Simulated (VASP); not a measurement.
# NiRu (P4/mmm) in VASP: a series of runs

The runs below take NiRu through single point, relaxation of cell and atoms, with PBE.

Program: VASP 6.6.1. These are calculated values, not measurements. Logs are shortened: lines on timing, memory, paths and dates and some standing lists are left out, and cuts for length are marked.

## (1) Starting point

Symmetry: P4/mmm, No. 123, tetragonal system. The conventional cell has a = 2.622 Å, b = 2.622 Å, c = 3.566 Å, α = 90.00°, β = 90.00°, γ = 90.00°. Ni (site symmetry 4/mmm) has 8 Ru at 2.57 Å and 4 Ni at 2.62 Å as nearest neighbours. Ru (site symmetry 4/mmm) is surrounded by 8 Ni at 2.57 Å and 4 Ru at 2.62 Å.

The cell was built by a generator and needn't be a form met in nature.

## (2) Single point, PBE, collinear spin, typed start

INCAR

```
SYSTEM = NiRu
PREC     = Accurate       ! precision mode
ENCUT    = 520            ! plane-wave cutoff, eV
EDIFF    = 1E-7           ! SCF threshold, eV
ISMEAR   = 0              ! smearing method
SIGMA    = 0.1            ! smearing width, eV
LREAL    = .FALSE.        ! projectors in reciprocal space
LASPH    = .TRUE.         ! aspherical terms in the spheres
NELM     = 150            ! most SCF steps
ALGO     = Fast           ! electronic algorithm
ISIF     = 2              ! what is computed and relaxed
LWAVE    = .FALSE.        ! write WAVECAR
LCHARG   = .TRUE.         ! write CHGCAR
ISPIN    = 2              ! spin polarisation
MAGMOM   = 1 0            ! initial moments
LORBIT   = 11             ! projections on sites
LMAXMIX  = 4              ! l up to which the mixer works
GGA      = PE             ! functional
LELF     = .TRUE.         ! ELF
LVHAR    = .TRUE.       
NBANDS   = 23             ! bands
```

KPOINTS

```
regular mesh
0
G
  6 6 6
  0 0 0
```

POSCAR

```
NiRu
1.0
    2.6217962034      0.0000000000      0.0000000000
    0.0000000000      2.6217962034      0.0000000000
    0.0000000000      0.0000000000      3.5656428367
Ni Ru
1 1
Direct
    0.0000000000      0.0000000000      0.0000000000
    0.5000000000      0.5000000000      0.5000000000
```

Potentials or basis: VASP PAW PBE potentials, release 64 (Ni, Ru_pv).

Run with:

```
> cat potpaw_PBE.64/Ni/POTCAR potpaw_PBE.64/Ru_pv/POTCAR > POTCAR
> mpirun -np 1 vasp_std > vasp.out
```

OUTCAR:

```text
SYSTEM = NiRu
   PREC = Accurate
   ENCUT = 520
   EDIFF = 1E-7
   ISMEAR = 0
   LREAL = .FALSE.
   LASPH = .TRUE.
   NELM = 150
   ISIF = 2
   ISPIN = 2
   LORBIT = 11
   GGA = PE

 ion  position               nearest neighbor table
   1  0.000  0.000  0.000-   2 2.57   2 2.57   2 2.57   2 2.57   2 2.57   2 2.57   2 2.57   2 2.57

   2  0.500  0.500  0.500-   1 2.57   1 2.57   1 2.57   1 2.57   1 2.57   1 2.57   1 2.57   1 2.57

  LATTYP: Found a simple tetragonal cell.
 ALAT       =     2.6217962034
 C/A-ratio  =     1.3600000000

  Lattice vectors:

 A1 = (   2.6217962034,   0.0000000000,   0.0000000000)
 A2 = (   0.0000000000,   2.6217962034,   0.0000000000)
 A3 = (   0.0000000000,   0.0000000000,   3.5656428367)

Analysis of symmetry for initial positions (statically):
=====================================================================
 Subroutine PRICEL returns:
 Original cell was already a primitive cell.

 Routine SETGRP: Setting up the symmetry group for a
 simple tetragonal supercell.

 Subroutine GETGRP returns: Found 16 space group operations
 (whereof 16 operations were pure point group operations)
 out of a pool of 16 trial point group operations.

The static configuration has the point symmetry D_4h.

Analysis of symmetry for dynamics (positions and initial velocities):
=====================================================================
 Subroutine PRICEL returns:
 Original cell was already a primitive cell.

 Routine SETGRP: Setting up the symmetry group for a
 simple tetragonal supercell.

 Subroutine GETGRP returns: Found 16 space group operations
 (whereof 16 operations were pure point group operations)
 out of a pool of 16 trial point group operations.

The dynamic configuration has the point symmetry D_4h.

Analysis of structural, dynamic, and magnetic symmetry:
=====================================================================
 Subroutine PRICEL returns:
 Original cell was already a primitive cell.

 Routine SETGRP: Setting up the symmetry group for a
 simple tetragonal supercell.

 Subroutine GETGRP returns: Found 16 space group operations
 (whereof 16 operations were pure point group operations)
 out of a pool of 16 trial point group operations.

The overall configuration has the point symmetry D_4h.

 Subroutine INISYM returns: Found 16 space group operations
 (whereof 16 operations are pure point group operations),
 and found     1 'primitive' translations

[... 118 lines left out ...]
   LORBIT       =     11    0 simple, 1 ext, 2 COOP (PROOUT), +10 PAW based schemes
   GGA     = PE    functional components
   LHFCALC =     F    Hartree Fock is set to
   AEXX    =    0.0000 exact exchange contribution
   IVDW    =     0    specifies the selected vdW correction
   LEPSILON=     F    determine dielectric tensor
   LRPA    =     F    only Hartree local field effects (RPA)
 spin polarized calculation
 RMM-DIIS sequential band-by-band and
 Gauss-broadening in eV      SIGMA  =   0.10
  energy-cutoff  :      520.00
  volume of cell :       24.51
 maximum number of plane-waves:       676
 NGX is ok and might be reduce to    20
   NGX =  9   NGY =  9   NGZ = 13

 number of electron      24.0000001 magnetization       0.0546769

 Free energy of the ion-electron system (eV)
  ---------------------------------------------------
  ext. energy  EPLUGINS =         0.00000000
  ---------------------------------------------------
  free energy    TOTEN  =       -14.27071365 eV

  energy without entropy =      -14.25094390  energy(sigma->0) =      -14.26082877

 E-fermi :  11.3070     XC(G=0): -13.7188

 val. band max:       11.3027732815   @ k =   0.3333   0.1667   0.5000
 cond. band min:      11.3120122629   @ k =   0.1667   0.0000   0.3333
 fundamental gap:      0.0092389814
 Fermi energy:        11.3069543867

 spin component 1

 k-point     1 :       0.0000    0.0000    0.0000
  band No.  band energies     occupation
      1     -31.6182      1.00000
      2     -31.3269      1.00000
      3     -31.3269      1.00000
      4       2.7808      1.00000
      5       5.7062      1.00000
      6       6.0067      1.00000
[... 613 lines left out ...]
     22      31.4324      0.00000
     23      34.7664      0.00000

 [... further k-points ...]

 spin component 2

 k-point     1 :       0.0000    0.0000    0.0000
  band No.  band energies     occupation
      1     -31.5888      1.00000
      2     -31.2905      1.00000
      3     -31.2905      1.00000
      4       2.7865      1.00000
      5       5.7256      1.00000
      6       6.0244      1.00000
[... 613 lines left out ...]
     22      31.4391      0.00000
     23      34.7770      0.00000

 [... further k-points ...]

------------------------ aborting loop because EDIFF is reached ----------------------------------------

  FORCE on cell =-STRESS in cart. coord.  units (eV):
  Direction    XX          YY          ZZ          XY          YZ          ZX
  --------------------------------------------------------------------------------------
  -------------------------------------------------------------------------------------
  Total        0.4572224      0.4572224      0.8087379      0.0000000      0.0000000      0.0000000
  in kB       29.8883811     29.8883811     52.8667571      0.0000000      0.0000000      0.0000000
  external PRESSURE =      37.5478397 kB  Pullay stress =       0.0000000 kB

 VOLUME and BASIS-vectors are now :
 -----------------------------------------------------------------------------
  energy-cutoff  :      520.00
  volume of cell :       24.51
      direct lattice vectors                 reciprocal lattice vectors
     2.621796203  0.000000000  0.000000000     0.381417899  0.000000000  0.000000000
     0.000000000  2.621796203  0.000000000     0.000000000  0.381417899  0.000000000
     0.000000000  0.000000000  3.565642837     0.000000000  0.000000000  0.280454338

 POSITION                                       TOTAL-FORCE (eV/Angst)
 -----------------------------------------------------------------------------------
      0.00000      0.00000      0.00000         0.000000      0.000000      0.000000
      1.31090      1.31090      1.78282         0.000000      0.000000      0.000000
 -----------------------------------------------------------------------------------
    total drift:                               -0.000000      0.000000      0.000000

  FREE ENERGIE OF THE ION-ELECTRON SYSTEM (eV)
  ---------------------------------------------------
  free  energy   TOTEN  =       -14.2707136483 eV

  energy  without entropy=      -14.2509439016  energy(sigma->0) =      -14.26082877

 total charge

# of ion       s       p       d       tot
------------------------------------------
    1        0.506   0.548   8.322   9.375
    2        0.397   6.277   5.966  12.640
--------------------------------------------------
tot          0.902   6.825  14.289  22.016

 magnetization (x)

# of ion       s       p       d       tot
------------------------------------------
    1       -0.000  -0.000   0.010   0.009
    2        0.000   0.001   0.042   0.044
--------------------------------------------------
tot          0.000   0.001   0.052   0.053
```

Run time: 38 s. Hardware: 1 thread of Intel Xeon 6975P-C (Granite Rapids), shared host; peak memory 0.16 GiB.

Results:

- Free energy: -14.2707 eV
- Pressure: 3.8 GPa
- Band gap on the k mesh: none (metal or under the smearing width)
- Net moment: 0.05 μB per cell
- Site moments: Ni +0.01; Ru +0.04 μB
- Valence electrons inside the program's atomic spheres: Ni 9.38; Ru 12.64

Caveat: the k mesh is coarse (spacing up to 0.40 Å⁻¹), so the values aren't converged.

## (3) Single point, PBE

This run uses another cell than the first one, of 12.40 Å³/atom, 1.012 times its volume.

INCAR

```
PREC     = Accurate       # precision mode
ENCUT    = 520            # plane-wave cutoff, eV
EDIFF    = 1E-6           # SCF threshold, eV
ISMEAR   = 0              # smearing method
SIGMA    = 0.1            # smearing width, eV
LREAL    = False          # projectors in reciprocal space
LASPH    = True           # aspherical terms in the spheres
NELM     = 100            # most SCF steps
ALGO     = Fast           # electronic algorithm
ISIF     = 2              # what is computed and relaxed
LWAVE    = False          # write WAVECAR
LCHARG   = False          # write CHGCAR
GGA      = PE             # functional
NBANDS   = 19             # bands
```

KPOINTS

```
regular mesh
0
Gamma
  16 16 12
```

POSCAR

```
NiRu
1.0
    2.5967929164      0.0000000000      0.0000000000
    0.0000000000      2.5967929164      0.0000000000
    0.0000000000      0.0000000000      3.6765105226
Ni Ru
1 1
Direct
    0.0000000000      0.0000000000      0.0000000000
    0.5000000000      0.5000000000      0.5000000000
```

Potentials or basis: VASP PAW PBE potentials, release 64 (Ni, Ru_pv).

Run with:

```
> cat potpaw_PBE.64/Ni/POTCAR potpaw_PBE.64/Ru_pv/POTCAR > POTCAR
> mpirun -np 1 vasp_std > vasp.out
```

It took 58 s on 1 thread of Intel Xeon 6975P-C (Granite Rapids), shared host; peak memory 0.26 GiB.

It converged, with:

```
Free energy            : -14.3940 eV
Pressure               : -0.3 GPa
Band gap on the k mesh : none (metal or under the smearing width)
```

Stress tensor (GPa, compression positive):
```
-0.31  0.00  0.00
 0.00 -0.31  0.00
 0.00  0.00 -0.15
```

Levels at points of the mesh, in eV from the Fermi level:
| k point | band 9 | band 10 | band 11 | band 12 | band 13 | band 14 | band 15 | band 16 |
| --- | --- | --- | --- | --- | --- | --- | --- | --- |
| (0.00, 0.00, 0.00) | -2.16 | -0.98 | -0.83 | 1.02 | 1.02 | 1.31 | 2.87 | 10.60 |
| (0.50, 0.00, 0.00) | -2.47 | -1.53 | -1.30 | -1.12 | 0.21 | 1.04 | 4.54 | 10.60 |
| (0.50, 0.50, 0.00) | -0.29 | 0.59 | 0.59 | 1.00 | 2.83 | 2.88 | 2.88 | 11.09 |
| (0.00, 0.00, 0.50) | -1.44 | -1.44 | -1.31 | -0.85 | -0.43 | -0.43 | 1.14 | 10.61 |
| (0.50, 0.00, 0.50) | -2.18 | -0.26 | 0.00 | 0.29 | 0.69 | 1.00 | 1.23 | 7.61 |
| (0.50, 0.50, 0.50) | -2.57 | -1.39 | -0.31 | 0.06 | 2.83 | 8.13 | 9.06 | 9.06 |

(Continued in part 2 of 2.)
